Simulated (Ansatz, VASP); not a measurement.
## RuCl2 in VASP and in Ansatz

```
Ru Cl
1.0
     3.54969    0.00000    0.00000
    -1.77485    3.07412    0.00000
     0.00000    0.00000    5.72639
Ru Cl
1 2
Direct
  0.00000 0.00000 0.00000
  0.33333 0.66667 0.25200
  0.66667 0.33333 0.74800
```

The cell comes from a database or a generator and needn't be the stable form of this composition.

Alike in both runs: task single point; functional PBE; k mesh 6 × 6 × 4; occupations gaussian, width 0.05 eV; no spin polarisation; Hubbard terms Ru d U = 4 eV.

```csv
,VASP,Ansatz
version,VASP 6.6.1,Ansatz 0.2.0
potentials or method,"VASP PAW PBE potentials, release 64 (Ru_pv, Cl)",Ansatz PAW
plane-wave cutoff (eV),520,420
valence electrons in the cell,28,30
```

VASP gave:

| Item | Value |
| --- | --- |
| gap on the k mesh at the Fermi level (eV) | 2.68 |
| least direct gap on the mesh (eV) | 2.80 |
| pressure (GPa) | -2.0 |
| largest component of the traceless stress (GPa) | 2.35 |
| rms of the force components (eV/Å) | 0.473 |

Q: Estimate Ansatz's values.

A: gap on the k mesh at the Fermi level (eV): 2.88; least direct gap on the mesh (eV): 2.94; pressure (GPa): -2.9; largest component of the traceless stress (GPa): 2.57; rms of the force components (eV/Å): 0.543.

The programs project onto different local orbitals, so the same U acts differently. Atom by atom the forces differ by 0.070 eV/Å (rms over components). The two sets of potentials don't hold the same shells in valence.

Caveats: forces of over 1 eV/Å show positions far from the minimum, so gaps and moduli don't describe the material at rest. A k mesh can miss the band edges.
